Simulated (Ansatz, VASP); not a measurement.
# ZnH26C18S5N2O17F20: VASP beside Ansatz, part 2 of 2

One calculation is typed for both programs; each brings its own data sets. How far apart do they land? The structure shown is frame 153 of Ansatz's trajectory.

VASP 6.6.1 and Ansatz 0.2.0.

So far: The structure; Ansatz: dynamics, PBE with D4.

### Step 3. VASP: single point, PBE with D4

Level of this step: PBE with D4; plane waves and PAW (F, C, O, H, S, N, Zn) (VASP).

The same cell, functional and mesh now go to VASP, with its own data sets.

Lines of VASP's logs that name or quote its potential files are left out, and so is its time.

The input, INCAR:

```
SYSTEM = ZnH26C18S5N2O17F20
PREC = Accurate
ENCUT = 520
EDIFF = 1E-06
NELM = 120
ISMEAR = 0
SIGMA = 0.01
LREAL = Auto
ALGO = Normal
GGA = PE
IVDW = 13
NBANDS = 264
LORBIT = 11
LWAVE = .FALSE.
LCHARG = .FALSE.
ISIF = 2
LASPH = .TRUE.
GGA_COMPAT = .FALSE.
EFERMI = MIDGAP
NCORE = 2
```

The input, POSCAR:

```
ZnH26C18S5N2O17F20
1.0
   10.6617200000      0.0000000000      0.0000000000
    0.0000000000     10.6617200000      0.0000000000
    0.0000000000      0.0000000000     10.6617200000
F C O H S N Zn
20 18 17 26 5 2 1
Direct
    0.6543034332      0.5535692177      0.0122400513
    0.4532289349      0.4940853821      0.0130823169
    0.6852271491      0.4061258409      0.2416401856
    0.5987495451      0.3034782380      0.1034636062
    0.2556060373      0.3743955009      0.3968496640
    0.2667111873      0.2071241788      0.2879929317
    0.3868512773      0.2801330367      0.5768862810
    0.2244478377      0.1536149890      0.5462908424
    0.1593082542      0.9366687551      0.1280375024
    0.1815373129      0.7974979647      0.2846445039
    0.3953208300      0.7712826823      0.1598334978
    0.4162742972      0.8618309241      0.3377128643
    0.6842048000      0.0133561939      0.3010958832
    0.6757352472      0.8106102955      0.2277493688
    0.8013716361      0.0756350758      0.0589773507
    0.8924169834      0.9574721527      0.1957751657
    0.3771248917      0.8883838630      0.6638234731
    0.3270766818      0.6942594628      0.4790784226
    0.8871270302      0.5313307796      0.8091564963
    0.6832199683      0.1594489444      0.8418998060
    0.5545165320      0.5229550204      0.0853989788
    0.5733877836      0.4042874883      0.1769132935
    0.4615577974      0.3153055980      0.3470640760
    0.3320852545      0.2769534372      0.3774906863
    0.3384069362      0.1932802587      0.4970586359
    0.2267270197      0.9074989777      0.2370912010
    0.3696870674      0.8834784631      0.2171882210
    0.5551449485      0.9667858469      0.1115204676
    0.6723774400      0.9405424266      0.1965348931
    0.7928833246      0.9642909399      0.1166791099
    0.1233947243      0.5025736936      0.6502046574
    0.2103225371      0.3599513024      0.7912982145
    0.2561031428      0.2258078434      0.9718225577
    0.1931114304      0.8225314490      0.8971160376
    0.0697917409      0.6546598485      0.9912002941
    0.9476988704      0.5134068424      0.1112109491
    0.8604896771      0.8543555824      0.6031484601
    0.9634092811      0.0492978619      0.4599633080
    0.4692019674      0.4001324364      0.2439756437
    0.4371808676      0.9811381278      0.1722892742
    0.1127866798      0.3814018751      0.7260554582
    0.3094528838      0.4206263155      0.8034163343
    0.1783952308      0.2534956836      0.8620935459
    0.0664995892      0.7749406287      0.9476801117
    0.1667366991      0.5870910135      0.9906750506
    0.9668327437      0.6304517470      0.0476283376
    0.0995617968      0.8665768750      0.5989934082
    0.4351830661      0.7210562648      0.8136023081
    0.5776178703      0.8976131431      0.7659364530
    0.4452095909      0.5277384887      0.5690732827
    0.5334598920      0.6623978120      0.3863541717
    0.8319295573      0.5191282457      0.6009349336
    0.6652022375      0.5623951858      0.7575794525
    0.6489384452      0.1911605257      0.6165796888
    0.5363299730      0.3258104696      0.7636760298
    0.5299707739      0.6087666906      0.1333743524
    0.4969367044      0.3610955831      0.4343201660
    0.5155078168      0.2341742233      0.3329762928
    0.3963900759      0.1147469639      0.4963458054
    0.2055765861      0.9884333860      0.3065452854
    0.5719433637      0.0517927689      0.0578893462
    0.5500988583      0.8920136713      0.0356321494
    0.7946747804      0.8789857546      0.0506109708
    0.2105664002      0.4984842971      0.5913586176
    0.1188269810      0.5830860311      0.7140311319
    0.0359041505      0.5105367614      0.5882728115
    0.2958528267      0.1274747414      0.9599970736
    0.3262888164      0.3004580874      0.9810987345
    0.1852515354      0.2337990493      0.0530402224
    0.2760530196      0.7725301359      0.9269986456
    0.2058110699      0.9220463490      0.9134267266
    0.1848013266      0.8220062054      0.7893660685
    0.8568129720      0.5108087626      0.1647764151
    0.9644785269      0.4366743827      0.0407720330
    0.0332779326      0.5117935943      0.1832443546
    0.8515136395      0.8178511535      0.7010219739
    0.8783479589      0.7721362032      0.5449402160
    0.7820501758      0.9028561996      0.5633987762
    0.0295261928      0.1314234476      0.4448625550
    0.8663611500      0.0854271168      0.4805416012
    0.9573239590      0.9836030209      0.3824054655
    0.0005890232      0.9654445999      0.6038800494
    0.4896864671      0.8078715254      0.7203059169
    0.4698397632      0.6503453477      0.5062128812
    0.7740964872      0.4890955681      0.7190959808
    0.6553351617      0.2642913151      0.7321051388
    0.5305710523      0.7479187223      0.5932626255
    0.7714890280      0.3469140064      0.7648203104
    0.4662943690      0.5260783438      0.7645483093
```

The input, KPOINTS:

```
Automatic mesh
0
Gamma
1 1 1
0 0 0
```

PAW data sets: F, C, O, H, S, N and Zn (PBE family, release 64).

Launch:

```console
$ mpirun -np 8 vasp_gam
```

Numbers of over 12 decimals in the logs are rounded to 6 here.

What it wrote:

```text
[banner, memory and clock lines left out]
running    8 mpi-ranks, on    1 nodes
[...]
LDA part: xc-table for (Slater+PW92), standard interpolation
 POSCAR, INCAR and KPOINTS ok, starting setup
[...]
entering main loop
       N       E                     dE             d eps       ncg     rms          rms(c)
DAV:   1     0.390510787430E+04    0.39051E+04   -0.22248E+05   528   0.144E+03
DAV:   2    -0.102805417160E+03   -0.40079E+04   -0.38306E+04   648   0.369E+02
DAV:   3    -0.516154405132E+03   -0.41335E+03   -0.40917E+03   624   0.132E+02
DAV:   4    -0.527804509367E+03   -0.11650E+02   -0.11562E+02   656   0.251E+01
[...]
DAV:  18    -0.484082435595E+03    0.19830E-04   -0.15307E-05   616   0.162E-02    0.592E-03
DAV:  19    -0.484082431307E+03    0.42874E-05   -0.62301E-06   608   0.963E-03    0.454E-03
DAV:  20    -0.484082430417E+03    0.89093E-06   -0.56999E-06   560   0.641E-03
   1 F= -.48921456E+03 E0= -.48921456E+03  d E =0.000000E+00
```

OUTCAR, selected parts (step 3):

```text
  FREE ENERGIE OF THE ION-ELECTRON SYSTEM (eV)
  ---------------------------------------------------
  free  energy   TOTEN  =      -489.2145599993 eV

  energy  without entropy=     -489.2145599993  energy(sigma->0) =     -489.21456000

[... 1 further part left out ...]
```

The run ends at a pressure of -1.04 GPa, with forces up to 4.5 eV/Å.

### Step 4. Comparison

Known differences besides the potentials themselves: fixed occupations in Ansatz, narrow Gaussian smearing in VASP; the cutoff is 420 eV in Ansatz and 520 eV in VASP (PREC = Accurate, projectors in real space). Total energies have different zeros and are not compared.

Forces on 9 of the 89 atoms, those with the largest forces and the largest differences (eV/Å; atoms numbered as in POSCAR):

```
atom          Ansatz x, y, z            VASP x, y, z
  F5    -0.320, 1.059, 0.453    -0.588, 1.400, 0.521
 C24  -2.060, -1.866, -0.390  -1.672, -2.008, -0.246
 C30   0.031, -2.482, -0.315  -0.263, -2.812, -0.375
 C32    0.749, -1.827, 2.996    0.719, -1.952, 3.047
 C34  -1.685, -0.274, -2.343  -1.648, -0.245, -2.365
 C35    4.570, 0.047, -0.118    4.468, 0.163, -0.178
 C36    2.775, -0.576, 1.265    2.715, -0.646, 1.318
 O41   -0.866, 2.479, -2.529   -1.079, 2.497, -2.654
 O46    -3.322, 0.310, 0.649    -3.474, 0.309, 0.717
```

The forces differ by 135 meV/Å r.m.s., which is 14.1 % of the r.m.s. force of 0.962 eV/Å (both taken over all components).

### Step 5. Summary of results

- r.m.s. force difference (single point, PBE with D4): 14 % of the r.m.s. force

**Reading.** The r.m.s. force difference is 14 % of the r.m.s. force (single point, PBE with D4), beyond the 3 % picked in this series as the mark of a large difference. What causes the difference of the single point, PBE with D4 pair stays open here. 2 further runs of this series are not shown here. How closely two codes agree says nothing of how well the functional describes the real material.

[Lines on the potential files, build, host, timing and source positions are cut from VASP's logs without a mark.]

[Logs are printed without paths, hosts, clocks, repeated set-up lines and the standing remarks that a program may print on its own settings, such as how far it seeks lower states.]

[Hosts, paths, dates, database ids (printed as entryN), source tags and the programs' standing remarks are cut or masked in the printed files.]
